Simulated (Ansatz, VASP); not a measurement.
Two plane-wave programs on BeAg2F6

INCAR

```
SYSTEM = BeAg2F6
PREC = Accurate ; ENCUT = 520
EDIFF = 1E-6 ; ISMEAR = 0
SIGMA = 0.1 ; LREAL = .False.
LASPH = .True. ; NELM = 150
ALGO = Normal ; ISIF = 2
LWAVE = .False. ; LCHARG = .False.
ISPIN = 2 ; MAGMOM = 0 1 1 0 0 0 0 0 0
LORBIT = 11 ; LMAXMIX = 4
GGA = PE ; NBANDS = 47
```

The input KPOINTS:

```
regular mesh
0
Gamma
  4 4 4
  0 0 0
```

File POSCAR:

```
BeAg2F6
1.0
    0.0000000000      3.6411209400      3.6411209400
    3.6411209400      0.0000000000      3.6411209400
    3.6411209400      3.6411209400      0.0000000000
Be Ag F
1 2 6
Direct
    0.0000000000      0.0000000000      0.0000000000
    0.2500000000      0.2500000000      0.2500000000
    0.7500000000      0.7500000000      0.7500000000
    0.7500000000      0.2500000000      0.2500000000
    0.2500000000      0.7500000000      0.2500000000
    0.2500000000      0.7500000000      0.7500000000
    0.7500000000      0.2500000000      0.7500000000
    0.2500000000      0.2500000000      0.7500000000
    0.7500000000      0.7500000000      0.2500000000
```

Input for Ansatz:

```yaml
crystal:
  lattice:
    - [0.0, 3.64112094, 3.64112094]
    - [3.64112094, 0.0, 3.64112094]
    - [3.64112094, 3.64112094, 0.0]
  atoms:
    - { symbol: Be, position: [0.0, 0.0, 0.0] }
    - { symbol: Ag, position: [0.25, 0.25, 0.25], spin: 1.0 }
    - { symbol: Ag, position: [0.75, 0.75, 0.75], spin: 1.0 }
    - { symbol: F, position: [0.75, 0.25, 0.25] }
    - { symbol: F, position: [0.25, 0.75, 0.25] }
    - { symbol: F, position: [0.25, 0.75, 0.75] }
    - { symbol: F, position: [0.75, 0.25, 0.75] }
    - { symbol: F, position: [0.25, 0.25, 0.75] }
    - { symbol: F, position: [0.75, 0.75, 0.25] }
basis:
  ecutwfc: 420
kpoints:
  mp_grid: { grid: [4, 4, 4] }
hamiltonian:
  xc: pbe
scf:
  occupations: { method: gaussian, width: 0.1 }
  lower_state_search: "off"
output:
  forces: true
  stress: true
  eigenvalues: true
  populations: true
magnetization:
  spin_polarized: true
```

Change from the starting cell: species swapped into the Rb2PdBr6 type (Fm-3m, No. 225).

Alike in both runs: task single point; functional PBE; k mesh 4 × 4 × 4; occupations gaussian, width 0.1 eV; collinear spin.

|  | VASP | Ansatz |
| --- | --- | --- |
| version | VASP 6.6.1 | Ansatz 0.2.0 |
| potentials or method | VASP PAW PBE potentials, release 64 (Be, Ag, F) | scalar-relativistic, plane waves, PAW |
| plane-wave cutoff (eV) | 520 | 420 |
| valence electrons in the cell | 66 | 82 |

|  | VASP | Ansatz | Ansatz less VASP |
| --- | --- | --- | --- |
| gap on the k mesh at the Fermi level (eV) | none | none | - |
| pressure (GPa) | -2.8 | -2.5 | +0.29 |
| rms of the force components (eV/Å) | 0.696 | 0.703 | +0.0073 |
| net moment per atom (μB) | 0.22 | 0.22 | 0.000 |
| size of the moment on the site where the two differ most (μB) | 0.46 | 0.46 | +0.006 |

Site moments also hang on the region over which each program counts them. A gap of «none» marks a metal or a gap that the smearing closes. The two sets of potentials don't hold the same shells in valence.

Caveats: the k mesh is coarse (spacing up to 0.37 Å⁻¹), so the values aren't converged.
